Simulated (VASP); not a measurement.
# CdPbSO with LDA: from relaxation to properties, part 6 of 6

What structure does CdPbSO take at this level, and what are its properties? The cell is invented: it takes the structure of a Materials Project entry for PbS (space group 187 there), with some of its atoms replaced by other elements, volume scaled by an estimate. It may not be a known or stable phase. The atoms of the start are displaced at random from the sites of a P3m1 cell.

VASP 6.6.1, plane waves and PAW; the level of theory is named at each step.

So far, gap on the k-mesh (eV): step 3 (relaxing cell and atoms (LDA)) 0.421; step 4 (second relaxation) 0.422; step 5 (single point with fields (LDA)) 0.422; step 7 (density of states (LDA)) 0.395.

**9. Vibrations at Γ (LDA) (continued)**

Level of this step: LDA; plane waves and PAW (Pb_d, Cd, S, O); invented cell (VASP).

From OUTCAR (step 9):

```text
   NELECT =      38.0000    total number of electrons

  Total       -0.0101985     -0.0214092     -0.0214204     -0.0115057      0.0009869     -0.0201738
  in kB       -0.2191656     -0.4600825     -0.4603244     -0.2472566      0.0212085     -0.4335350
  external PRESSURE =      -0.3798575 kB  Pullay stress =       0.0000000 kB

 POSITION                                       TOTAL-FORCE (eV/Angst)
 -----------------------------------------------------------------------------------
      1.72274      3.12033      0.69828         0.002084     -0.003783      0.005924
      0.00389      1.07193      3.23463        -0.003898      0.003720      0.001643
      1.73628      2.18901      4.77946         0.002140     -0.002808     -0.005557
      1.73909      0.82207      1.68927        -0.000326      0.002871     -0.002010
 -----------------------------------------------------------------------------------
    total drift:                                0.000088     -0.000603      0.000040

 MACROSCOPIC STATIC DIELECTRIC TENSOR (including local field effects in DFT)
 ------------------------------------------------------
          11.908167    -0.005203    -0.003943
          -0.001473    10.231715     0.339445
          -0.001903     0.340123    11.583800
 ------------------------------------------------------

 PIEZOELECTRIC TENSOR (including local field effects)  for field in x, y, z        (C/m^2)
          XX          YY          ZZ          XY          YZ          ZX
  --------------------------------------------------------------------------------
  x     0.03344    -0.02662    -0.00029    -1.08916     0.00195    -0.04705
  y    -0.94279     0.97072    -0.00633    -0.02157    -0.15036     0.00176
  z    -0.10925    -0.26338     0.32217     0.00028    -0.18294     0.00680

 BORN EFFECTIVE CHARGES (including local field effects) (in |e|, cummulative output)
 ---------------------------------------------------------------------------------
 ion    1
    1     2.95623    -0.00803    -0.01439
    2    -0.01472     3.30816    -0.05600
    3    -0.00763    -0.06759     3.66644
 ion    2
    1     2.60921     0.00675     0.00637
    2     0.00852     2.31535     0.10420
    3    -0.00559     0.15212     3.10789
 ion    3
    1    -2.60433     0.00115     0.00162
    2     0.00720    -2.75591     0.00353
    3    -0.00817     0.17160    -3.07195
 ion    4
    1    -2.96111     0.00013     0.00639
    2    -0.00100    -2.86759    -0.05173
    3     0.02138    -0.25613    -3.70238

 Eigenvectors and eigenvalues of the dynamical matrix
 ----------------------------------------------------

   1 f  =   10.309074 THz    64.773822 2PiTHz  343.873691 cm-1    42.634885 meV
             X         Y         Z           dx          dy          dz
      1.722737  3.120331  0.698285     0.004354   -0.005752   -0.031328
      0.003892  1.071933  3.234627     0.009400   -0.031447   -0.013831
      1.736276  2.189012  4.779464    -0.005064    0.065921   -0.501923
      1.739087  0.822073  1.689269    -0.033466    0.011086    0.860324

   2 f  =    6.904090 THz    43.379676 2PiTHz  230.295647 cm-1    28.553008 meV
             X         Y         Z           dx          dy          dz
      1.722737  3.120331  0.698285    -0.003785   -0.001076    0.029092
      0.003892  1.071933  3.234627    -0.004132   -0.331240   -0.063031
      1.736276  2.189012  4.779464     0.005605    0.870103    0.067670
      1.739087  0.822073  1.689269     0.016033   -0.349748   -0.034032

   3 f  =    6.223979 THz    39.106411 2PiTHz  207.609579 cm-1    25.740296 meV
             X         Y         Z           dx          dy          dz
      1.722737  3.120331  0.698285     0.126376   -0.006567    0.007894
      0.003892  1.071933  3.234627     0.391241   -0.016952   -0.092666
      1.736276  2.189012  4.779464    -0.557411    0.015599    0.128372
      1.739087  0.822073  1.689269    -0.700788    0.046546    0.035778

   4 f  =    5.456305 THz    34.282978 2PiTHz  182.002757 cm-1    22.565456 meV
[...]
0.003892  1.071933  3.234627    -0.006483    0.192979   -0.332521
      1.736276  2.189012  4.779464     0.012659   -0.279107    0.304294
      1.739087  0.822073  1.689269     0.032182   -0.772591    0.215604

   6 f  =    4.252162 THz    26.717122 2PiTHz  141.836857 cm-1    17.585521 meV
             X         Y         Z           dx          dy          dz
      1.722737  3.120331  0.698285     0.024747    0.039569   -0.505254
      0.003892  1.071933  3.234627    -0.122188   -0.045907    0.405741
      1.736276  2.189012  4.779464     0.456608    0.001911    0.383529
      1.739087  0.822073  1.689269    -0.406586   -0.022312    0.198689

   7 f  =    4.148323 THz    26.064685 2PiTHz  138.373175 cm-1    17.156079 meV
             X         Y         Z           dx          dy          dz
      1.722737  3.120331  0.698285    -0.034453    0.026913   -0.396526
      0.003892  1.071933  3.234627     0.134697   -0.050911    0.285989
      1.736276  2.189012  4.779464    -0.547738    0.004365    0.331857
      1.739087  0.822073  1.689269     0.536597    0.034044    0.197665

   8 f  =    1.920397 THz    12.066210 2PiTHz   64.057547 cm-1     7.942120 meV
             X         Y         Z           dx          dy          dz
      1.722737  3.120331  0.698285    -0.644668   -0.046638   -0.004845
      0.003892  1.071933  3.234627     0.707449    0.052938    0.007937
      1.736276  2.189012  4.779464     0.273780    0.018771    0.000533
      1.739087  0.822073  1.689269     0.059548    0.000721   -0.000101

   9 f  =    1.880944 THz    11.818317 2PiTHz   62.741522 cm-1     7.778954 meV
             X         Y         Z           dx          dy          dz
      1.722737  3.120331  0.698285     0.046781   -0.631881   -0.044838
      0.003892  1.071933  3.234627    -0.051765    0.720832    0.012229
      1.736276  2.189012  4.779464    -0.022107    0.258569    0.063492
      1.739087  0.822073  1.689269     0.000506   -0.035106    0.038587

  10 f/i=    0.003068 THz     0.019274 2PiTHz    0.102321 cm-1     0.012686 meV
             X         Y         Z           dx          dy          dz
      1.722737  3.120331  0.698285    -0.101031   -0.038105    0.742536
      0.003892  1.071933  3.234627    -0.075373   -0.028472    0.547439
      1.736276  2.189012  4.779464    -0.040110   -0.015111    0.292315
      1.739087  0.822073  1.689269    -0.028350   -0.010889    0.206378

  11 f/i=    0.007351 THz     0.046187 2PiTHz    0.245200 cm-1     0.030401 meV
             X         Y         Z           dx          dy          dz
      1.722737  3.120331  0.698285     0.744033    0.002053    0.101812
      0.003892  1.071933  3.234627     0.547526    0.001370    0.074912
      1.736276  2.189012  4.779464     0.291509    0.000815    0.040045
      1.739087  0.822073  1.689269     0.207998    0.000370    0.028330

  12 f/i=    0.014446 THz     0.090769 2PiTHz    0.481878 cm-1     0.059745 meV
             X         Y         Z           dx          dy          dz
      1.722737  3.120331  0.698285    -0.006819    0.745690    0.037690
      0.003892  1.071933  3.234627    -0.005604    0.557401    0.027697
      1.736276  2.189012  4.779464    -0.002882    0.296306    0.015041
      1.739087  0.822073  1.689269    -0.002138    0.206972    0.010578

 MACROSCOPIC STATIC DIELECTRIC TENSOR IONIC CONTRIBUTION
 ------------------------------------------------------
          16.013614     0.244931     0.918891
           0.244931    18.632319     0.782330
           0.918891     0.782330    26.745264
 ------------------------------------------------------

 ELASTIC MODULI CONTR FROM IONIC RELAXATION (kBar)
 Direction    XX          YY          ZZ          XY          YZ          ZX
 --------------------------------------------------------------------------------
 XX        -146.1395    -29.6535    -63.8434     -3.2202    -98.4796     -0.5929
 YY         -29.6535   -441.7161   -238.4852      0.2443     50.2627      7.5430
 ZZ         -63.8434   -238.4852   -214.8096      4.8558    -38.7480      3.0414
 XY          -3.2202      0.2443      4.8558    -60.8089      9.2456    -22.7024
 YZ         -98.4796     50.2627    -38.7480      9.2456   -122.9530      0.9060
 ZX          -0.5929      7.5430      3.0414    -22.7024      0.9060    -22.9529
 --------------------------------------------------------------------------------

 PIEZOELECTRIC TENSOR IONIC CONTR  for field in x, y, z        (C/m^2)
          XX          YY          ZZ          XY          YZ          ZX
  --------------------------------------------------------------------------------
  x    -0.01340     0.02141     0.01872     0.24582    -0.01176     0.44611
  y     0.17469    -0.64444     0.31851    -0.19834     1.01182     0.00593
  z     0.95367     2.17953     1.27895    -0.02062     0.36604     0.01093

[... 8 parts as in an earlier step ...]

[... 3 further parts left out ...]
```

Energies printed during the response cycles are not total energies of the cell. With a direct gap this small, the dielectric response converges slowly with the mesh, so tensor and charges are uncertain; a mesh that holds the point of the least gap tends to give too large a tensor.

Numbers from this step:

```
bands                          : 25
irreducible k-points           : 99
pressure of the cell           : -0.03799 GPa
largest force of the cell      : 0.007331 eV/Å
Fermi energy                   : 5.165 eV
conduction bottom at k         : 0, 0.4286, 0
least direct gap at k          : 0, 0, 0.5
gap on the k-mesh              : 0.4219 eV
least direct gap on the k-mesh : 0.8591 eV
```

Electronic dielectric tensor with local fields:

```
11.91 -0.01  0.00
 0.00 10.23  0.34
 0.00  0.34 11.58
```

Born effective charge (e), principal values of the symmetric part by kind of site:

```tsv
atom	atoms with these values	low	middle	high	mean
Pb1	1	2.96	3.30	3.68	3.31
Cd2	1	2.29	2.61	3.13	2.68
S3	1	-3.09	-2.73	-2.60	-2.81
O4	1	-3.73	-2.96	-2.84	-3.18
```

In full for Pb1:

```
 2.96 -0.01 -0.01
-0.01  3.31 -0.06
-0.01 -0.07  3.67
```

Transverse limit, no LO-TO splitting. The modes at Γ (shares of kinetic energy by element, %):

```tsv
mode	frequency (cm⁻¹)	Pb %	Cd %	S %	O %
1	-0.5	56	31	9	4
2	-0.2	56	31	9	4
3	-0.1	56	31	9	4
4	62.7	40	52	7	0
5	64.1	42	50	8	0
6	138.4	16	10	41	33
7	141.8	26	18	36	21
8	175.0	4	15	17	64
9	182.0	2	34	31	33
10	207.6	2	16	33	49
11	230.3	0	11	76	12
12	343.9	0	0	26	74
```

Displacements in mode 4 (62.7 cm⁻¹), the largest set to 1:
```
Pb1  0.05 -0.65 -0.05
Cd2 -0.07  1.00  0.02
S3  -0.06  0.67  0.16
O4   0.00 -0.13  0.14
```

Displacements in mode 6 (138.4 cm⁻¹), the largest set to 1:
```
Pb1 -0.02  0.01 -0.21
Cd2  0.09 -0.04  0.20
S3  -0.72  0.01  0.44
O4   1.00  0.06  0.37
```

The three acoustic modes lie within 0.5 cm⁻¹ of zero, and all others are real.

**10. Results**

```
relaxed volume                                             : 18.64 Å³/atom
relaxed conventional cell a, b, c                          : 3.485, 3.815, 6.546 Å; angles 104.3, 90.2, 116.8°
space group after relaxing, within 0.02 Å                  : P1 (No. 1)
band gap                                                   : 0.391 eV, indirect (least direct gap of that run 0.850 eV)
gap among the points of the DOS mesh alone, an upper bound : 0.395 eV
band gap (LDA + SOC)                                       : 0.298 eV, indirect (least direct gap of that run 0.709 eV)
highest zone-centre mode                                   : 344 cm⁻¹
```

In words: With LDA, CdPbSO relaxes to 18.64 Å³/atom in space group P1 and has an indirect gap of 0.391 eV. Band structure (LDA + SOC): The path shows an indirect gap of 0.30 eV (valence top at Γ, conduction bottom between Γ and M). The least direct gap is 0.71 eV. Vibrations at Γ (LDA): The principal values of the electronic dielectric tensor with local fields are 10.15, 11.66 and 11.91. Vibrations at Γ (LDA): Mean Born effective charge: Pb1 3.31, Cd2 2.68, S3 -2.81, O4 -3.18 e. Vibrations at Γ (LDA): The highest mode in this list at Γ, 343.9 cm⁻¹, is mostly motion of O (74 % of the kinetic energy). LASPH was switched on together with spin-orbit coupling, so shifts put down to the coupling hold both changes. Semilocal functionals usually underestimate gaps. Modes at Γ alone can't show that the crystal is stable at other wave vectors, and the LO-TO splitting is not included. No search among competing phases was made. All values are for a static lattice at zero temperature.

[Lines on the potential files, build, host, timing and source positions are cut from VASP's logs without a mark.]

[Logs are printed without paths, hosts, clocks, repeated set-up lines and the standing remarks that a program may print on its own settings, such as how far it seeks lower states.]

[Hosts, paths, dates, database ids (printed as entryN), source tags and the programs' standing remarks are cut or masked in the printed files.]

[A measured line is paired with the nearest computed mode of its activity, which favours agreement.]
